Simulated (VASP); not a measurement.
VASP input:

INCAR:
```
SYSTEM=CaC2
PREC=Accurate; ENCUT=400; LREAL=.FALSE.
LASPH=.TRUE.
EDIFF=1E-6; NELM=100; ALGO=Normal
ISMEAR=0; SIGMA=0.01
ISIF=2
LWAVE=.FALSE.; LCHARG=.FALSE.
```

**POSCAR**
```
CaC2
1.0
 -1.8956140000   1.8956140000   3.1380680000
  1.8956140000  -1.8956140000   3.1380680000
  1.8956140000   1.8956140000  -3.1380680000
Ca C
1 2
Cartesian
  0.0000000000   0.0000000000   0.0000000000
  0.0000000000  -0.0000000000   3.7524389530
 -0.0000000000   0.0000000000   2.5236970470
```

### KPOINTS
```
Automatic mesh
0
Gamma
12 12 12
0 0 0
```

POTCAR, in this order: Ca_sv C (LDA.64 set). Program: vasp_std.

Problem. Translate this LDA calculation to Ansatz.

Solution. One equivalent input (not run):
Ansatz 0.2 input:
```yaml
crystal:
  lattice:
    - [-1.8956140, 1.8956140, 3.1380680]
    - [1.8956140, -1.8956140, 3.1380680]
    - [1.8956140, 1.8956140, -3.1380680]
  atoms:
    - { symbol: Ca, position: [0.0000000, 0.0000000, 0.0000000] }
    - { symbol: C, position: [0.5978900, 0.5978900, 0.0000000] }
    - { symbol: C, position: [0.4021100, 0.4021100, 0.0000000] }
kpoints:
  mp_grid: { grid: [12, 12, 12] }
hamiltonian:
  xc: lda
  pseudopotentials: { kind: paw }
scf:
  occupations: { method: gaussian, width: 0.01 }
  max_iter: 100
output: { forces: true, stress: true, eigenvalues: true }
```
Limits of the translation: each code has its own PAW files, so the cut-off isn't converted (ENCUT is set for VASP's; basis.ecutwfc is left out, and Ansatz then takes the one that its files recommend); Ansatz stops its SCF on the density residual and VASP on the energy change (EDIFF); Ansatz's lda is the Perdew-Wang form, while the LDA potentials of VASP carry Perdew-Zunger's.

The structure comes from a computed database's CaC2 entry (I4/mmm); how it stands against other phases isn't given here. The cell was not relaxed at this level, and its volume differs by -5.9 % from the start's.
